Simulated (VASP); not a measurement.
Method: PBE GGA, VASP's PBE PAW potentials (set 64) (plane waves; VASP).

The input files of a VASP run:

KPOINTS:
```
Automatic mesh
0
Gamma
 10 10 10
0 0 0
```

INCAR:
```
ENCUT = 300   ! plane-wave cut-off (eV)
ALGO = Normal   ! blocked Davidson
EDIFF = 1E-6   ! SCF stop (eV)
ISIF = 2   ! forces and stress, cell fixed
GGA = PE
LMAXMIX = 4
LWAVE = .FALSE.
SIGMA = 0.01   ! width (eV)
NELM = 100   ! most electronic steps
SYSTEM = MoS2
ISMEAR = 0   ! Gaussian
PREC = Accurate
LREAL = .FALSE.   ! projection in real space or not
LCHARG = .FALSE.
LASPH = .TRUE.   ! aspherical one-centre terms
```

File POSCAR:
```
MoS2
6.6926270
  0.2363022771   0.1364290883   0.9620542128
 -0.2363022771   0.1364290883   0.9620542128
  0.0000000000  -0.2728581766   0.9620542128
Mo S
1 2
Cart
  0.0000000000  -0.0000000000   2.8855276826
 -0.0000000000   0.0000000000   1.1918033414
  0.0000000000   0.0000000000   0.7310736548
```

POTCAR, in this order: Mo_sv S (PBE.64 set). Program: vasp_std.

The run wrote:

**OSZICAR**
```
       N       E                     dE             d eps       ncg     rms          rms(c)
DAV:   1     0.111639757410E+03    0.11164E+03   -0.10565E+04  4576   0.951E+02
DAV:   2    -0.196018741280E+02   -0.13124E+03   -0.12925E+03  5364   0.267E+02
DAV:   3    -0.232171442370E+02   -0.36153E+01   -0.35952E+01  4625   0.425E+01
DAV:   4    -0.232624690262E+02   -0.45325E-01   -0.45200E-01  5192   0.471E+00
DAV:   5    -0.232630212667E+02   -0.55224E-03   -0.55222E-03  4710   0.474E-01    0.248E+01
DAV:   6    -0.221719743758E+02    0.10910E+01   -0.11501E+01  4316   0.227E+01    0.951E+00
DAV:   7    -0.219074231722E+02    0.26455E+00   -0.41834E+00  4369   0.127E+01    0.587E+00
DAV:   8    -0.218098115805E+02    0.97612E-01   -0.53825E-01  4334   0.501E+00    0.190E+00
DAV:   9    -0.218112467433E+02   -0.14352E-02   -0.24035E-02  4774   0.101E+00    0.611E-01
DAV:  10    -0.218099182285E+02    0.13285E-02   -0.11727E-02  4139   0.789E-01    0.167E-01
DAV:  11    -0.218099449605E+02   -0.26732E-04   -0.41841E-04  4279   0.154E-01    0.628E-02
DAV:  12    -0.218099366785E+02    0.82820E-05   -0.22528E-04  4343   0.105E-01    0.444E-02
DAV:  13    -0.218099637283E+02   -0.27050E-04   -0.54662E-05  4014   0.455E-02    0.124E-02
DAV:  14    -0.218099644871E+02   -0.75885E-06   -0.49473E-06  4874   0.141E-02
   1 F= -.21809964E+02 E0= -.21809964E+02  d E =-.406600E-35
```

**OUTCAR**
```
------------------------ aborting loop because EDIFF is reached ----------------------------------------
  FORCE on cell =-STRESS in cart. coord.  units (eV):
  Direction    XX          YY          ZZ          XY          YZ          ZX
  --------------------------------------------------------------------------------------
  Total        1.1375608      1.1375592      1.7302131     -0.0000000      0.0000000      0.0000000
  in kB       32.6715447     32.6714992     49.6929342     -0.0000000      0.0000000      0.0000000
  external PRESSURE =      38.3453260 kB  Pullay stress =       0.0000000 kB
  volume of cell :       55.78
      direct lattice vectors                 reciprocal lattice vectors
     1.581483000  0.913069000  6.438670000     0.316158947  0.182534580  0.051770526
    -1.581483000  0.913069000  6.438670000    -0.316158947  0.182534580  0.051770526
     0.000000000 -1.826138000  6.438670000     0.000000000 -0.365069161  0.051770526
 POSITION                                       TOTAL-FORCE (eV/Angst)
 -----------------------------------------------------------------------------------
      0.00000      0.00000     19.31176         0.000000     -0.000000     -0.000532
      0.00000      0.00000      7.97630         0.000000      0.000000      0.493689
      0.00000      0.00000      4.89280         0.000000     -0.000000     -0.493157
 -----------------------------------------------------------------------------------
    total drift:                               -0.000000     -0.000019      0.000108
  FREE ENERGIE OF THE ION-ELECTRON SYSTEM (eV)
  ---------------------------------------------------
  free  energy   TOTEN  =       -21.8099644871 eV

  energy  without entropy=      -21.8099644871  energy(sigma->0) =      -21.80996449
```
(Selected blocks of OUTCAR.)

At this cut-off the stress carries a Pulay error, which pulls relaxed volumes low.

The structure comes from a computed database's MoS2 entry; how it stands against other phases isn't given here. The cell was not relaxed at this level.
